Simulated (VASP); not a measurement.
All values below come from G0W0 on PBE orbitals, VASP's PBE PAW potentials (set 64) (plane waves; VASP 6.6.1).

A VASP calculation is set up with these files.

KPOINTS:
```
kpoints
0
gamma
 4 4 4
0 0 0
```

### POSCAR
```
SiC
3.0829860
  0.0000000000   0.7071066816   0.7071066816
  0.7071066816   0.0000000000   0.7071066816
  0.7071066816   0.7071066816   0.0000000000
Si C
1 1
direct
  0.0000000000   0.0000000000   0.0000000000
  0.2500000000   0.2500000000   0.2500000000
```

INCAR:
```
NOMEGA = 64
ALGO = EVGW0
GGA = PE
ENCUT = 500   ! plane-wave cut-off (eV)
PREC = Normal
LWAVE = F
LREAL = F   ! projection in real space or not
NELMGW = 1
NBANDS = 100
ENCUTGW = 150
SIGMA = 0.01   ! width (eV)
ISMEAR = 0   ! Gaussian
SYSTEM = SiC
NBANDSGW = 12
LSPECTRALGW = T
LCHARG = F
LASPH = T   ! aspherical one-centre terms
```

POTCAR, in this order: Si_GW C_GW_new (PBE.64 set). Program: vasp_std. Read from the step before: WAVECAR, WAVEDER.

Output of the run:

OSZICAR:
```
energies w=
    0.000    0.000    0.591    0.000    1.181    0.000    1.769    0.000
    2.352    0.000    2.931    0.000    3.503    0.000    4.069    0.000
    4.628    0.000    5.179    0.000    5.723    0.000    6.259    0.000
    6.788    0.000    7.309    0.000    7.824    0.000    8.333    0.000
    8.837    0.000    9.336    0.000    9.832    0.000   10.325    0.000
   10.816    0.000   11.306    0.000   11.797    0.000   12.289    0.000
   12.784    0.000   13.283    0.000   13.787    0.000   14.298    0.000
   14.818    0.000   15.348    0.000   15.890    0.000   16.446    0.000
   17.019    0.000   17.610    0.000   18.223    0.000   18.860    0.000
   19.526    0.000   20.224    0.000   20.959    0.000   21.735    0.000
   22.559    0.000   23.438    0.000   24.381    0.000   25.396    0.000
   26.495    0.000   27.693    0.000   29.006    0.000   30.456    0.000
   32.068    0.000   33.873    0.000   35.913    0.000   38.240    0.000
   40.923    0.000   44.053    0.000   47.755    0.000   52.203    0.000
   57.648    0.000   64.468    0.000   73.253    0.000   84.981    0.000
  101.409    0.000  126.024    0.000  166.886    0.000  247.769    0.000
NQ=   1    0.0000    0.0000    0.0000,
 performed         68000 updates of chi_q(r,r)
NQ=   2    0.2500    0.0000    0.0000,
 performed        203000 updates of chi_q(r,r)
NQ=   3    0.5000    0.0000    0.0000,
 performed        319000 updates of chi_q(r,r)
NQ=   4    0.2500    0.2500    0.0000,
 performed        454000 updates of chi_q(r,r)
NQ=   5    0.5000    0.2500    0.0000,
 performed        642000 updates of chi_q(r,r)
NQ=   6   -0.2500    0.2500    0.0000,
 performed        811000 updates of chi_q(r,r)
NQ=   7    0.5000    0.5000    0.0000,
 performed        912000 updates of chi_q(r,r)
NQ=   8   -0.2500    0.5000    0.2500,
 performed       1042000 updates of chi_q(r,r)
 resolving degeneracies of screened two electron integrals
```

File OUTCAR:
```


 k-point   1 :       0.0000    0.0000    0.0000
  band No.  KS-energies  QP-energies   sigma(KS)   V_xc(KS)     V^pw_x(r,r')   Z            occupation Imag(sigma)

      1      -6.8098      -7.8738     -14.1916     -12.7167     -21.6537       0.7214       2.0000       1.3753
      2       8.6145       7.9973     -15.5891     -14.8050     -17.6226       0.7872       2.0000       0.0597
      3       8.6145       7.9973     -15.5891     -14.8050     -17.6226       0.7872       2.0000       0.0597
      4       8.6145       7.9973     -15.5891     -14.8050     -17.6226       0.7872       2.0000       0.0597
      5      14.8234      15.2876     -12.5622     -13.1604      -7.2190       0.7761       0.0000      -0.0979
      6      15.8530      16.3611     -10.8886     -11.5301      -5.6673       0.7921       0.0000      -0.0953
      7      15.8530      16.3611     -10.8886     -11.5301      -5.6673       0.7921       0.0000      -0.0953
      8      15.8530      16.3611     -10.8886     -11.5301      -5.6673       0.7921       0.0000      -0.0953
      9      23.0457      23.6193     -10.6769     -11.4157      -4.4879       0.7763       0.0000      -0.2443
     10      23.0457      23.6193     -10.6769     -11.4157      -4.4879       0.7763       0.0000      -0.2443
     11      25.0121      25.2020      -9.5194      -9.7608      -2.8688       0.7868       0.0000      -0.4305
     12      25.8213      26.0684      -9.9211     -10.2365      -2.9338       0.7835       0.0000      -0.6107

 k-point   2 :       0.2500    0.0000    0.0000
  band No.  KS-energies  QP-energies   sigma(KS)   V_xc(KS)     V^pw_x(r,r')   Z            occupation Imag(sigma)

      1      -5.6134      -6.6312     -14.2911     -12.9036     -21.4430       0.7336       2.0000       1.1952
      2       4.3044       3.4567     -14.4769     -13.3606     -17.6357       0.7594       2.0000       0.1213
      3       8.0039       7.3428     -15.3730     -14.5295     -17.5308       0.7838       2.0000       0.0632
      4       8.0039       7.3428     -15.3730     -14.5295     -17.5308       0.7838       2.0000       0.0632
      5      14.5537      15.0043     -11.5359     -12.1047      -6.4477       0.7920       0.0000      -0.0871
      6      16.4580      16.9726     -10.8751     -11.5289      -5.4752       0.7870       0.0000      -0.1078
      7      16.4580      16.9726     -10.8751     -11.5289      -5.4752       0.7870       0.0000      -0.1078
      8      17.9430      18.5226     -12.4113     -13.1701      -6.4126       0.7639       0.0000      -0.1706
      9      21.6674      22.1283     -10.4299     -11.0221      -4.3378       0.7783       0.0000      -0.2466
     10      21.6674      22.1283     -10.4299     -11.0221      -4.3378       0.7783       0.0000      -0.2466
     11      23.6969      23.8279      -9.6708      -9.8371      -3.0785       0.7878       0.0000      -0.4402
     12      29.5897      29.9621     -10.5175     -11.0081      -3.0181       0.7592       0.0000      -0.8049

 k-point   3 :       0.5000    0.0000    0.0000
  band No.  KS-energies  QP-energies   sigma(KS)   V_xc(KS)     V^pw_x(r,r')   Z            occupation Imag(sigma)

      1      -3.2362      -4.1777     -15.0605     -13.7709     -21.6578       0.7301       2.0000       0.8545
      2       0.0492      -0.9158     -13.3412     -12.0372     -17.8661       0.7399       2.0000       0.3450
      3       7.5558       6.8570     -15.3149     -14.4213     -17.6191       0.7820       2.0000       0.0671
      4       7.5558       6.8570     -15.3149     -14.4213     -17.6191       0.7820       2.0000       0.0671
      5      13.9977      14.4456     -11.6325     -12.1963      -6.6762       0.7944       0.0000      -0.0797
      6      15.7775      16.2350     -10.4958     -11.0706      -5.2825       0.7959       0.0000      -0.0957
      7      15.7775      16.2350     -10.4958     -11.0706      -5.2825       0.7959       0.0000      -0.0957
      8      18.6411      19.0424     -11.2415     -11.7738      -4.8988       0.7540       0.0000      -0.2172
      9      24.7755      25.1301     -11.0151     -11.4787      -3.9505       0.7649       0.0000      -0.4442
     10      25.7659      26.2062     -10.9844     -11.5625      -3.5235       0.7618       0.0000      -0.6016
     11      25.7659      26.2062     -10.9844     -11.5625      -3.5235       0.7618       0.0000      -0.6016
     12      28.8804      29.4742     -11.4202     -12.1940      -4.2919       0.7673       0.0000      -0.7216

 k-point   4 :       0.2500    0.2500    0.0000
  band No.  KS-energies  QP-energies   sigma(KS)   V_xc(KS)     V^pw_x(r,r')   Z            occupation Imag(sigma)

      1      -5.2110      -6.2244     -14.3537     -12.9622     -21.3631       0.7283       2.0000       1.1081
      2       5.2585       4.4641     -15.1779     -14.1382     -18.1374       0.7641       2.0000       0.0998
      3       6.6691       5.9081     -14.8415     -13.8633     -17.3103       0.7780       2.0000       0.0748
      4       6.6691       5.9081     -14.8415     -13.8633     -17.3103       0.7780       2.0000       0.0748
      5      12.6095      12.9091     -10.4201     -10.7930      -5.7055       0.8033       0.0000      -0.0740
      6      14.9068      15.3358     -10.7458     -11.2819      -5.7374       0.8002       0.0000      -0.0845
      7      19.1430      19.7625     -11.7061     -12.5166      -5.5844       0.7644       0.0000      -0.1821
      8      19.1430      19.7625     -11.7061     -12.5166      -5.5844       0.7644       0.0000      -0.1821
      9      20.0932      20.6467     -12.2224     -12.9441      -5.9561       0.7669       0.0000      -0.2193
     10      24.8498      25.4077     -10.6823     -11.3979      -4.0898       0.7797       0.0000      -0.3976
     11      28.9955      29.2967     -10.3300     -10.7134      -2.9422       0.7856       0.0000      -0.8922
     12      28.9955      29.2967     -10.3300     -10.7134      -2.9422       0.7856       0.0000      -0.8922

 k-point   5 :       0.5000    0.2500    0.0000
  band No.  KS-energies  QP-energies   sigma(KS)   V_xc(KS)     V^pw_x(r,r')   Z            occupation Imag(sigma)

      1      -2.8532      -3.8015     -14.9937     -13.6908     -21.3932       0.7278       2.0000       0.7822
      2       1.5278       0.5986     -13.9933     -12.7486     -18.0949       0.7466       2.0000       0.2529
      3       4.6388       3.8015     -14.1962     -13.1031     -17.0937       0.7660       2.0000       0.1054
      4       6.2932       5.5067     -14.8087     -13.7957     -17.3964       0.7763       2.0000       0.0791
      5      12.2907      12.5779     -10.5057     -10.8627      -5.8961       0.8043       0.0000      -0.0705
      6      16.5453      17.0717     -11.6158     -12.2843      -6.3267       0.7875       0.0000      -0.1041
      7      19.0508      19.6160     -11.2532     -11.9830      -5.1830       0.7746       0.0000      -0.1885
      8      19.0656      19.6453     -11.8047     -12.5589      -5.6584       0.7685       0.0000      -0.1843
      9      22.5380      23.0904     -11.9544     -12.6895      -4.8010       0.7515       0.0000      -0.3853
     10      26.0683      26.5304     -10.9281     -11.5430      -3.5821       0.7513       0.0000      -0.5788
     11      28.7684      29.0908     -10.5764     -10.9974      -3.1747       0.7658       0.0000      -0.7793
     12      30.4262      31.0528     -11.5797     -12.3985      -4.1742       0.7653       0.0000      -0.8552

 k-point   6 :      -0.2500    0.2500    0.0000
  band No.  KS-energies  QP-energies   sigma(KS)   V_xc(KS)     V^pw_x(r,r')   Z            occupation Imag(sigma)

      1      -3.7817      -4.7633     -14.6625     -13.3354     -21.2920       0.7396       2.0000       0.9145
      2       2.6531       1.7607     -14.3983     -13.2084     -18.1926       0.7500       2.0000       0.1954
      3       4.2536       3.3948     -13.9677     -12.8416     -16.9605       0.7626       2.0000       0.1148
      4       7.4238       6.7222     -15.1819     -14.2842     -17.4617       0.7816       2.0000       0.0672
      5      14.0885      14.4700     -10.6890     -11.1677      -5.7211       0.7968       0.0000      -0.0838
      6      17.3421      17.8435     -11.9049     -12.5512      -6.1744       0.7758       0.0000      -0.1411
      7      17.5903      18.1179     -10.9658     -11.6422      -5.1595       0.7802       0.0000      -0.1499
      8      18.4470      19.1342     -12.4510     -13.3403      -6.6146       0.7728       0.0000      -0.1447
      9      20.8342      21.3039     -10.4339     -11.0276      -4.5511       0.7911       0.0000      -0.2127
     10      24.0137      24.4278     -10.9040     -11.4511      -3.6225       0.7569       0.0000      -0.4731
     11      28.3223      28.6837     -10.6634     -11.1370      -3.3457       0.7633       0.0000      -0.7244
     12      29.5637      29.9647     -11.1017     -11.6250      -3.3215       0.7664       0.0000      -0.9084

 k-point   7 :       0.5000    0.5000    0.0000
  band No.  KS-energies  QP-energies   sigma(KS)   V_xc(KS)     V^pw_x(r,r')   Z            occupation Imag(sigma)

      1      -1.7782      -2.7052     -15.5334     -14.2595     -21.7332       0.7277       2.0000       0.6608
      2       0.7876      -0.1483     -13.7696     -12.5096     -18.0940       0.7428       2.0000       0.3001
      3       5.4116       4.5704     -14.6150     -13.5208     -17.4716       0.7687       2.0000       0.0921
      4       5.4116       4.5704     -14.6150     -13.5208     -17.4716       0.7687       2.0000       0.0921
      5       9.9213      10.0909     -10.2723     -10.4814      -6.0841       0.8111       0.0000      -0.0600
      6      12.8788      13.2098     -10.3795     -10.7868      -5.7851       0.8127       0.0000      -0.0677
      7      22.5984      23.1949     -12.0603     -12.8674      -4.6312       0.7391       0.0000      -0.4053
      8      22.5984      23.1949     -12.0603     -12.8674      -4.6312       0.7391       0.0000      -0.4053
      9      23.3921      24.0854     -13.1630     -14.1067      -5.7352       0.7348       0.0000      -0.3914
...
```
(Selected blocks of OUTCAR.)

The mesh is coarse and the basis finite, so the quasiparticle values are not converged.

The compound is SiC in the zinc blende structure. The cell was not relaxed at this level. The k-mesh is coarse (spacing up to 0.62 per Å, 2π included), so the numbers may not be converged in it.
